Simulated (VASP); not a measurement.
# RhPb: structure and properties in VASP, part 2 of 7

Wanted: the relaxed cell of RhPb and its properties. The start is a cell from a database of measured crystal structures.

VASP 6.6.1; AM05; plane waves and PAW (Rh_pv, Pb_d).

Still holding for the runs below: This run has no spin polarisation. Its electron count is odd, so without a moment it is a metal by construction. The k-mesh is coarse for a metal.

So far. Step 2 (Full relaxation (AM05)): It ends with forces that vanish by symmetry and a pressure of 0.00 GPa. The volume lies -0.8 % from that of the database's start, which holds the thermal and zero-point expansion of its experiment.

## Step 3: Single point with fields (AM05)

The relaxed cell gets a fresh self-consistent run, on a basis set for its own volume, to fix the density and to check the remaining stress.

File INCAR:

```
SYSTEM = RhPb
PREC = Accurate
ENCUT = 400
EDIFF = 1E-06
NELM = 100
ISMEAR = 1
SIGMA = 0.2
LREAL = .FALSE.
ALGO = Normal
GGA = AM
NBANDS = 53
LASPH = .TRUE.
LORBIT = 11
LWAVE = .FALSE.
LCHARG = .TRUE.
ISIF = 2
LELF = .TRUE.
LVHAR = .TRUE.
```

File POSCAR:

```
RhPb
1.0
    5.6472254232      0.0000000000      0.0000000000
   -2.8236127116      4.8906406774      0.0000000000
    0.0000000000      0.0000000000      4.4422078502
Rh Pb
3 3
Direct
    0.5000000000      0.0000000000      0.0000000000
    0.5000000000      0.5000000000      0.0000000000
    0.0000000000      0.5000000000      0.0000000000
    0.3333333333      0.6666666667      0.5000000000
    0.6666666667      0.3333333333      0.5000000000
    0.0000000000      0.0000000000      0.0000000000
```

File KPOINTS:

```
Automatic mesh
0
Gamma
4 4 5
0 0 0
```

The projector-augmented-wave data sets are Rh_pv and Pb_d (PBE family, release 64).

Run with:

```sh
mpirun -np 4 vasp_std
```

The log of the run:

```text
[banner, memory and clock lines left out]
running    4 mpi-ranks, on    1 nodes
 distrk:  each k-point on    4 cores,    1 groups
 distr:  one band on    1 cores,    4 groups

 POSCAR found type information on POSCAR RhPb
 POSCAR found :  2 types and       6 ions
 [... a notice as in an earlier step ...]

 LDA part: xc-table for (Slater+PW92), standard interpolation
|                                                                             |
|           W    W    AA    RRRRR   N    N  II  N    N   GGGG   !!!           |
|           W    W   A  A   R    R  NN   N  II  NN   N  G    G  !!!           |
|           W    W  A    A  R    R  N N  N  II  N N  N  G       !!!           |
|           W WW W  AAAAAA  RRRRR   N  N N  II  N  N N  G  GGG   !            |
|           WW  WW  A    A  R   R   N   NN  II  N   NN  G    G                |
|           W    W  A    A  R    R  N    N  II  N    N   GGGG   !!!           |
|                                                                             |
|     The number of bands has been changed from the values supplied in        |
|     The orbitals not found in the WAVECAR file will be initialized with     |
|     random numbers, which is usually adequate. For correlated               |
|     calculations, however, you should redo the groundstate calculation.     |
|     I found NBANDS = 53. Now, NBANDS = 56.                                  |
|                                                                             |

 POSCAR, INCAR and KPOINTS ok, starting setup
 FFT: planning ... GRIDC
 FFT: planning ... GRID_SOFT
 FFT: planning ... GRID
 WAVECAR not read
 entering main loop
       N       E                     dE             d eps       ncg     rms          rms(c)
DAV:   1     0.112665614701E+04    0.11267E+04   -0.39571E+04  1408   0.166E+03
DAV:   2     0.760230702686E+02   -0.10506E+04   -0.10144E+04  1392   0.541E+02
DAV:   3    -0.312962478954E+02   -0.10732E+03   -0.10272E+03  1488   0.198E+02
DAV:   4    -0.360657346117E+02   -0.47695E+01   -0.47366E+01  1624   0.439E+01
DAV:   5    -0.362694160284E+02   -0.20368E+00   -0.20365E+00  1848   0.852E+00    0.125E+01
DAV:   6    -0.352648417943E+02    0.10046E+01   -0.10798E+00  1688   0.832E+00    0.620E+00
DAV:   7    -0.349886087924E+02    0.27623E+00   -0.81585E-01  1784   0.620E+00    0.793E-01
DAV:   8    -0.349896479900E+02   -0.10392E-02   -0.91687E-02  1720   0.235E+00    0.400E-01
DAV:   9    -0.349879632274E+02    0.16848E-02   -0.12570E-02  1688   0.101E+00    0.110E-01
DAV:  10    -0.349881126387E+02   -0.14941E-03   -0.13768E-03  1784   0.419E-01    0.567E-02
DAV:  11    -0.349882266305E+02   -0.11399E-03   -0.22228E-04  1712   0.902E-02    0.158E-02
DAV:  12    -0.349882388535E+02   -0.12223E-04   -0.30631E-05  1488   0.579E-02    0.663E-03
DAV:  13    -0.349882412844E+02   -0.24309E-05   -0.70721E-06  1376   0.182E-02    0.201E-03
DAV:  14    -0.349882414009E+02   -0.11649E-06   -0.78898E-07  1168   0.947E-03
   1 F= -.34988241E+02 E0= -.34988202E+02  d E =-.118973E-03
```

Wall time 31 s (4 MPI ranks of AMD EPYC 7R43, shared host); peak memory 0.46 GiB; 2 min of CPU time.

Parts of OUTCAR (step 3):

```text
  LATTYP: Found a hexagonal cell.
 ALAT       =     5.6472254232
 C/A-ratio  =     0.7866177667

The static configuration has the point symmetry D_6h.

 Found     12 irreducible k-points:

   k-points           NKPTS =     12   k-points in BZ     NKDIM =     12   number of bands    NBANDS=     56

   ENCUT  =  400.0 eV  29.40 Ry    5.42 a.u.   9.21  9.21  7.24*2*pi/ulx,y,z

   NELECT =      87.0000    total number of electrons

 E-fermi :   9.1888

 k-point     1 :       0.0000    0.0000    0.0000
  band No.  band energies     occupation
    ...
     39       8.3095      2.00000
     40       8.3897      2.00000
     41       8.3897      2.00000
     42       8.4265      2.00000
     43       8.4265      2.00000
     44       9.2617      0.42620
     45       9.9565     -0.00000
     46      11.3620     -0.00000
     47      11.3620     -0.00000
     48      12.2967     -0.00000
    ...

 k-point     2 :       0.2500   -0.0000    0.0000
  band No.  band energies     occupation
    ...
     38       7.0050      2.00000
     39       8.0715      2.00000
     40       8.2923      2.00000
     41       8.4046      2.00000
     42       8.6065      2.00030
     43       9.5015     -0.04950
     44      10.0544     -0.00000
     45      10.0920     -0.00000
     46      11.7165     -0.00000
     47      11.8882     -0.00000
    ...

  Total       -0.0233369     -0.0233369      0.0005897     -0.0000000      0.0000000      0.0000000
  in kB       -0.3047574     -0.3047574      0.0077007     -0.0000000      0.0000000      0.0000000
  external PRESSURE =      -0.2006047 kB  Pullay stress =       0.0000000 kB

  energy-cutoff  :      400.00
  volume of cell :      122.69
      direct lattice vectors                 reciprocal lattice vectors
     5.647225423  0.000000000  0.000000000     0.177078109  0.102236094  0.000000000
    -2.823612712  4.890640677  0.000000000     0.000000000  0.204472188  0.000000000
     0.000000000  0.000000000  4.442207850     0.000000000  0.000000000  0.225113285

 POSITION                                       TOTAL-FORCE (eV/Angst)
 -----------------------------------------------------------------------------------
      2.82361      0.00000      0.00000        -0.000000      0.000000      0.000000
      1.41181      2.44532      0.00000        -0.000000      0.000000      0.000000
     -1.41181      2.44532      0.00000        -0.000000      0.000000      0.000000
     -0.00000      3.26043      2.22110        -0.000000      0.000000      0.000000
      2.82361      1.63021      2.22110         0.000000      0.000000     -0.000000
      0.00000      0.00000      0.00000        -0.000000      0.000000      0.000000
 -----------------------------------------------------------------------------------
    total drift:                               -0.000000      0.000000     -0.000000

  FREE ENERGIE OF THE ION-ELECTRON SYSTEM (eV)
  ---------------------------------------------------
  free  energy   TOTEN  =       -34.9882414009 eV

  energy  without entropy=      -34.9881224281  energy(sigma->0) =      -34.98820174

[... 4 parts as in an earlier step ...]

[... 6 further parts left out ...]
```

This step gave:

```
SCF cycles : 14
bands      : 56
pressure   : -0.02006 GPa
```

Valence electrons inside each PAW sphere by angular momentum. Sphere charges, by row:

```csv
atom,s (e),p (e),d (e),tot (e)
Rh1,0.314,6.225,7.329,13.87
Rh2,0.314,6.225,7.329,13.87
Rh3,0.314,6.225,7.329,13.87
Pb4,1.236,1.001,9.865,12.1
Pb5,1.236,1.001,9.865,12.1
Pb6,1.266,0.864,9.853,11.98
```

Electrostatic potential energy in the ab plane at fractional z = 0.000, with atoms of Rh and Pb within 0.2 Å of it. With pseudopotentials it is smooth inside the atoms' cores, unlike the true potential.

Values in eV, 16 rows by 16 columns, each cell a mean:
```
-77 -62 -24  -3  -2 -24 -53 -67 -65 -47 -17  -2  -6 -33 -70 -77
-56 -27  -6   0  -3 -25 -46 -52 -42 -20  -2  -1  -7 -33 -61 -70
-18  -5   0   1  -2 -14 -24 -23 -12  -2   1   0  -5 -20 -33 -33
 -2  -1   0   0   0  -2  -3  -2  -1   0   0  -1  -2  -5  -7  -6
 -7 -12 -11  -3   0   1   0  -1  -6 -12 -11  -4  -1   0  -1  -2
-36 -42 -32 -12   0   1  -2 -17 -36 -42 -32 -11   0   1  -2 -17
-62 -60 -41 -13   0  -1 -21 -47 -62 -60 -42 -12   0  -2 -20 -47
-71 -61 -35  -7   0 -12 -43 -65 -70 -62 -36  -6  -1 -12 -42 -65
-65 -47 -18  -1  -2 -24 -53 -66 -65 -47 -17  -1  -2 -23 -52 -67
-43 -20  -3   0  -3 -25 -46 -53 -43 -21  -2   0  -3 -24 -46 -53
-11  -2   0   0  -2 -14 -25 -24 -12  -1   1   1  -2 -14 -25 -24
 -2  -2  -2  -2  -2  -2  -3  -2   0   0   0   0   0  -2  -3  -2
-12 -20 -18  -8  -2   0   0  -1  -7 -13 -12  -3   0   1   0  -3
-49 -55 -42 -18  -2   0  -3 -18 -35 -41 -32 -11   0   0  -6 -24
-75 -76 -55 -20  -2  -2 -20 -47 -61 -60 -42 -12  -1  -5 -27 -62
-77 -75 -49 -12  -2 -11 -43 -65 -71 -62 -36  -7  -2 -18 -56 -77
```
Columns run along a (5.6 Å; values clipped at the 3rd and 97th percentile), rows up along b (5.6 Å). Atoms in or near the plane, at fractional coordinates: Rh at (0.50, 0.00), Rh at (0.50, 0.50), Rh at (0.00, 0.50), Pb at (0.00, 0.00).

Valence density in the ab plane at fractional z = 0.000, with atoms of Rh and Pb within 0.2 Å of it. It is the smooth field of the valence electrons, not physical close to the nuclei.

Ten even steps from '0' (0.2 e/Å³) to '9' (9.3 e/Å³), each cell a mean:
```
6300015884000136
2000013531000123
0000001100000011
0000000000000000
0000000000000000
2310000023100000
7630001477300014
9720003897200038
8400015884000158
3100014531000135
0000001100000011
0000000000000000
0000000000000000
2210000023100000
5420001476300003
8520003897200026
```
Columns run along a (5.6 Å), rows up along b (5.6 Å). Atoms in or near the plane, at fractional coordinates: Rh at (0.50, 0.00), Rh at (0.50, 0.50), Rh at (0.00, 0.50), Pb at (0.00, 0.00).

ELF in the ab plane at fractional z = 0.000, with atoms of Rh and Pb within 0.2 Å of it. It is the smooth field of the valence electrons, not physical close to the nuclei.

Values, 16 rows by 16 columns, each cell a mean:
```
0.13 0.29 0.44 0.32 0.25 0.34 0.33 0.10 0.14 0.35 0.31 0.26 0.35 0.45 0.22 0.11
0.34 0.44 0.36 0.29 0.23 0.31 0.38 0.36 0.34 0.28 0.24 0.30 0.38 0.46 0.31 0.22
0.42 0.34 0.30 0.28 0.23 0.27 0.34 0.33 0.27 0.24 0.27 0.31 0.35 0.45 0.46 0.45
0.29 0.26 0.24 0.26 0.26 0.23 0.23 0.24 0.26 0.25 0.24 0.27 0.30 0.35 0.38 0.35
0.27 0.27 0.24 0.24 0.24 0.22 0.23 0.24 0.24 0.25 0.27 0.25 0.27 0.31 0.30 0.26
0.40 0.37 0.35 0.27 0.21 0.22 0.22 0.30 0.35 0.38 0.39 0.27 0.24 0.27 0.24 0.31
0.20 0.26 0.40 0.29 0.23 0.23 0.33 0.36 0.20 0.25 0.38 0.25 0.25 0.24 0.28 0.35
0.01 0.22 0.36 0.26 0.26 0.26 0.36 0.14 0.02 0.20 0.35 0.24 0.26 0.27 0.34 0.14
0.14 0.32 0.27 0.25 0.24 0.30 0.33 0.10 0.14 0.36 0.30 0.24 0.24 0.33 0.36 0.10
0.39 0.30 0.24 0.26 0.23 0.33 0.40 0.33 0.36 0.33 0.22 0.23 0.23 0.34 0.38 0.33
0.29 0.25 0.29 0.28 0.24 0.31 0.33 0.30 0.26 0.23 0.22 0.22 0.23 0.27 0.31 0.34
0.28 0.31 0.33 0.30 0.27 0.24 0.23 0.24 0.26 0.23 0.21 0.24 0.26 0.23 0.23 0.25
0.40 0.44 0.44 0.37 0.30 0.28 0.26 0.25 0.26 0.29 0.27 0.24 0.26 0.28 0.29 0.32
0.39 0.35 0.44 0.44 0.33 0.29 0.24 0.27 0.36 0.40 0.35 0.24 0.24 0.30 0.36 0.44
0.13 0.14 0.35 0.44 0.31 0.25 0.30 0.32 0.22 0.26 0.37 0.27 0.26 0.34 0.44 0.29
0.33 0.13 0.39 0.40 0.28 0.29 0.39 0.14 0.01 0.20 0.40 0.27 0.29 0.42 0.34 0.13
```
Columns run along a (5.6 Å), rows up along b (5.6 Å). Atoms in or near the plane, at fractional coordinates: Rh at (0.50, 0.00), Rh at (0.50, 0.50), Rh at (0.00, 0.50), Pb at (0.00, 0.00).

In this run the pressure is -0.02 GPa, small enough to go on.

## Step 4: Band structure (AM05)

Levels along the symmetry lines show where the bands peak and cross; KPOINTS_OPT computes them in the converged potential.

File INCAR:

```
SYSTEM = RhPb
PREC = Accurate
ENCUT = 400
EDIFF = 1E-06
NELM = 100
ISMEAR = 1
SIGMA = 0.2
LREAL = .FALSE.
ALGO = Normal
GGA = AM
NBANDS = 63
LASPH = .TRUE.
LORBIT = 11
LWAVE = .FALSE.
LCHARG = .FALSE.
KPAR = 4
```

POSCAR is that of step 3.

KPOINTS is that of step 3.

File KPOINTS_OPT:

```
Line mode
16
Line-mode
Reciprocal
  0.00000000   0.00000000   0.00000000 GAMMA
  0.50000000   0.00000000   0.00000000 M

  0.50000000   0.00000000   0.00000000 M
  0.33333333   0.33333333   0.00000000 K

  0.33333333   0.33333333   0.00000000 K
  0.00000000   0.00000000   0.00000000 GAMMA

  0.00000000   0.00000000   0.00000000 GAMMA
  0.00000000   0.00000000   0.50000000 A

  0.00000000   0.00000000   0.50000000 A
  0.50000000   0.00000000   0.50000000 L

  0.50000000   0.00000000   0.50000000 L
  0.33333333   0.33333333   0.50000000 H

  0.33333333   0.33333333   0.50000000 H
  0.00000000   0.00000000   0.50000000 A

  0.50000000   0.00000000   0.50000000 L
  0.50000000   0.00000000   0.00000000 M

  0.33333333   0.33333333   0.00000000 K
  0.33333333   0.33333333   0.50000000 H
```

Run with:

```sh
mpirun -np 4 vasp_std
```

The log of the run:

```text
[banner, memory and clock lines left out]
running    4 mpi-ranks, on    1 nodes
 distrk:  each k-point on    1 cores,    4 groups
 distr:  one band on    1 cores,    1 groups

 POSCAR found type information on POSCAR RhPb
 POSCAR found :  2 types and       6 ions
 [... a notice as in an earlier step ...]

 LDA part: xc-table for (Slater+PW92), standard interpolation
 POSCAR, INCAR and KPOINTS ok, starting setup
 FFT: planning ... GRIDC
 FFT: planning ... GRID_SOFT
 FFT: planning ... GRID
 WAVECAR not read
 entering main loop
       N       E                     dE             d eps       ncg     rms          rms(c)
DAV:   1     0.112389531038E+04    0.11239E+04   -0.38077E+04  1560   0.148E+03
DAV:   2     0.839709161239E+02   -0.10399E+04   -0.99033E+03  1520   0.488E+02
DAV:   3    -0.308131399556E+02   -0.11478E+03   -0.10928E+03  1591   0.181E+02
DAV:   4    -0.360535443156E+02   -0.52404E+01   -0.52018E+01  1832   0.413E+01
DAV:   5    -0.362710674946E+02   -0.21752E+00   -0.21748E+00  2162   0.773E+00    0.125E+01
DAV:   6    -0.352651797884E+02    0.10059E+01   -0.90742E-01  1945   0.736E+00    0.620E+00
DAV:   7    -0.349889175661E+02    0.27626E+00   -0.69970E-01  2059   0.548E+00    0.799E-01
DAV:   8    -0.349896060607E+02   -0.68849E-03   -0.86258E-02  1901   0.202E+00    0.401E-01
DAV:   9    -0.349879750800E+02    0.16310E-02   -0.11526E-02  1898   0.884E-01    0.109E-01
DAV:  10    -0.349881172419E+02   -0.14216E-03   -0.12149E-03  2036   0.368E-01    0.565E-02
DAV:  11    -0.349882266171E+02   -0.10938E-03   -0.20265E-04  1841   0.751E-02    0.154E-02
DAV:  12    -0.349882392806E+02   -0.12663E-04   -0.24898E-05  1746   0.429E-02    0.654E-03
DAV:  13    -0.349882412647E+02   -0.19842E-05   -0.62022E-06  1514   0.167E-02    0.184E-03
DAV:  14    -0.349882414035E+02   -0.13872E-06   -0.84851E-07  1369   0.688E-03
   1 F= -.34988241E+02 E0= -.34988202E+02  d E =-.118861E-03
 Start KPOINTS_OPT (optional k-point list driver)
k-point batch [1-12\144]
       N       E                     dE             ncg
DAV:   1     0.575334834082E+04   -0.19473E+03     1528
DAV:   2    -0.657045152167E+04   -0.12324E+05     1527
DAV:   3    -0.791674317939E+04   -0.13463E+04     1650
DAV:   4    -0.797751367624E+04   -0.60770E+02     1770
DAV:   5    -0.798014192456E+04   -0.26282E+01     2081
DAV:   6    -0.798020553873E+04   -0.63614E-01     2055
DAV:   7    -0.798020665547E+04   -0.11167E-02     2135
DAV:   8    -0.798020668247E+04   -0.27001E-04     1896
DAV:   9    -0.798020668297E+04   -0.49693E-06     1049
[...]
k-point batch [133-144\144]
       N       E                     dE             ncg
DAV:   1     0.570837563222E+04   -0.18689E+05     1583
DAV:   2    -0.660365618167E+04   -0.12312E+05     1535
DAV:   3    -0.796661564413E+04   -0.13630E+04     1597
DAV:   4    -0.803150661687E+04   -0.64891E+02     1848
DAV:   5    -0.803429842631E+04   -0.27918E+01     2153
DAV:   6    -0.803438027429E+04   -0.81848E-01     2128
DAV:   7    -0.803438146558E+04   -0.11913E-02     2152
DAV:   8    -0.803438150028E+04   -0.34693E-04     2000
DAV:   9    -0.803438150086E+04   -0.57866E-06     1160
```

It took 3.2 min on 4 MPI ranks; peak memory 1 GiB.

Parts of OUTCAR (step 4):

```text
The static configuration has the point symmetry D_6h.

 Found     12 irreducible k-points:

   k-points           NKPTS =     12   k-points in BZ     NKDIM =     12   number of bands    NBANDS=     63

   NELECT =      87.0000    total number of electrons

 E-fermi :   9.1888

 k-point     1 :       0.0000    0.0000    0.0000
  band No.  band energies     occupation
    ...
     39       8.3095      2.00000
     40       8.3897      2.00000
     41       8.3897      2.00000
     42       8.4265      2.00000
     43       8.4265      2.00000
     44       9.2617      0.42617
     45       9.9565     -0.00000
     46      11.3620     -0.00000
     47      11.3620     -0.00000
     48      12.2967     -0.00000
    ...

 k-point     5 :       0.0000    0.0000    0.2000
  band No.  band energies     occupation
    ...
     39       8.2777      2.00000
     40       8.3764      2.00000
     41       8.3764      2.00000
     42       8.3981      2.00000
     43       8.3981      2.00000
     44       9.3381      0.04992
     45       9.9571     -0.00000
     46      10.5798     -0.00000
     47      10.5798     -0.00000
     48      11.0359     -0.00000
    ...

  Total       -0.0226369     -0.0226369      0.0009783      0.0000000     -0.0000000      0.0000000
  in kB       -0.2956156     -0.2956156      0.0127762      0.0000000     -0.0000000      0.0000000
  external PRESSURE =      -0.1928183 kB  Pullay stress =       0.0000000 kB

 POSITION                                       TOTAL-FORCE (eV/Angst)
 -----------------------------------------------------------------------------------
      2.82361      0.00000      0.00000        -0.000000      0.000000      0.000000
      1.41181      2.44532      0.00000        -0.000000      0.000000      0.000000
     -1.41181      2.44532      0.00000        -0.000000      0.000000      0.000000
     -0.00000      3.26043      2.22110        -0.000000      0.000000     -0.000000
      2.82361      1.63021      2.22110         0.000000      0.000000      0.000000
      0.00000      0.00000      0.00000        -0.000000      0.000000      0.000000
 -----------------------------------------------------------------------------------
    total drift:                               -0.000000      0.000000     -0.000000

  FREE ENERGIE OF THE ION-ELECTRON SYSTEM (eV)
  ---------------------------------------------------
  free  energy   TOTEN  =       -34.9882414035 eV

  energy  without entropy=      -34.9881225423  energy(sigma->0) =      -34.98820178

[... 12 parts as in an earlier step ...]

[... 1 further part left out ...]
```

Spin-orbit coupling is off here; with elements this heavy it splits and shifts levels by tenths of an eV or more.

Numbers from this step:

| Quantity | Value |
| --- | --- |
| bands | 63 |
| pressure | -0.01928 GPa |

The electronic bands at the labelled points (eV, zero at the Fermi level; # counts the bands kept, so #1 is VASP's band 26):

```
          point    #15    #16    #17    #18    #19    #20    #21   #22
              Γ  -0.80  -0.80  -0.76  -0.76   0.07   0.77   2.17  2.17
0.53 of the way  -0.92  -0.79  -0.60   0.42   0.88   0.93   2.59  2.81
              M  -1.21  -0.93  -0.79   0.96   1.16   1.85   1.94  2.33
0.47 of the way  -1.44  -0.89  -0.67   0.87   1.05   1.62   2.10  2.43
              K  -1.60  -1.02  -0.48   0.91   1.02   1.02   2.72  2.87
0.47 of the way  -1.02  -0.86  -0.60   0.71   0.79   1.05   2.59  2.98
              Γ  -0.80  -0.80  -0.76  -0.76   0.07   0.77   2.17  2.17
0.47 of the way  -0.83  -0.83  -0.79  -0.79   0.11   0.77   1.13  1.13
              A  -0.94  -0.94  -0.75  -0.75  -0.71  -0.71  -0.44  0.36
0.53 of the way  -1.24  -0.99  -0.96  -0.59  -0.44  -0.26   0.10  1.45
              L  -1.27  -1.08  -0.96  -0.86  -0.47  -0.25   0.36  1.96
0.53 of the way  -1.37  -1.06  -1.01  -0.87  -0.53  -0.35   0.86  2.80
              H  -1.19  -1.19  -1.05  -1.05  -0.55  -0.43   1.40  3.14
0.53 of the way  -1.29  -1.02  -0.91  -0.61  -0.43  -0.22   0.21  1.45
              A  -0.94  -0.94  -0.75  -0.75  -0.71  -0.71  -0.44  0.36
      jump to L  -1.27  -1.08  -0.96  -0.86  -0.47  -0.25   0.36  1.96
0.47 of the way  -0.90  -0.90  -0.78  -0.62   0.11   0.77   1.51  2.40
              M  -1.21  -0.93  -0.79   0.96   1.16   1.85   1.94  2.33
      jump to K  -1.60  -1.02  -0.48   0.91   1.02   1.02   2.72  2.87
0.47 of the way  -1.36  -1.32  -0.46   0.24   0.24   0.31   1.79  1.79
              H  -1.19  -1.19  -1.05  -1.05  -0.55  -0.43   1.40  3.14
```

Of the projections kept (Rh, Pb), the largest for each band there; the rest of the weight can lie on other orbitals:

| point | #15 | #16 | #17 | #18 | #19 | #20 | #21 | #22 |
| --- | --- | --- | --- | --- | --- | --- | --- | --- |
| Γ | Rh 0.98 | Rh 0.98 | Rh 0.99 | Rh 0.99 | Rh 0.80 | Rh 1.00 | Rh 0.83 | Rh 0.83 |
| M | Rh 0.88 | Rh 0.99 | Rh 0.99 | Pb 0.52 | Rh 0.93 | Rh 0.66 | Rh 0.53 | Pb 0.54 |
| K | Rh 0.98 | Rh 0.97 | Rh 0.98 | Rh 0.74 | Rh 0.63 | Rh 0.63 | Pb 0.63 | Rh 0.65 |
| Γ | Rh 0.98 | Rh 0.98 | Rh 0.99 | Rh 0.99 | Rh 0.80 | Rh 1.00 | Rh 0.83 | Rh 0.83 |
| A | Rh 0.98 | Rh 0.98 | Pb 0.69 | Pb 0.69 | Rh 0.98 | Rh 0.98 | Pb 1.00 | Rh 0.71 |
| L | Rh 0.95 | Rh 0.87 | Rh 0.99 | Rh 0.99 | Rh 0.75 | Rh 0.85 | Rh 0.66 | Rh 0.83 |

There is no gap at this level.

[end of part 2 of 7]

[Lines on the potential files, build, host, timing and source positions are cut from VASP's logs without a mark.]

[Logs are printed without paths, hosts, clocks, repeated set-up lines and the standing remarks that a program may print on its own settings, such as how far it seeks lower states.]

[Hosts, paths, dates, database ids (printed as entryN), source tags and the programs' standing remarks are cut or masked in the printed files.]

[A measured line is paired with the nearest computed mode of its activity, which favours agreement.]
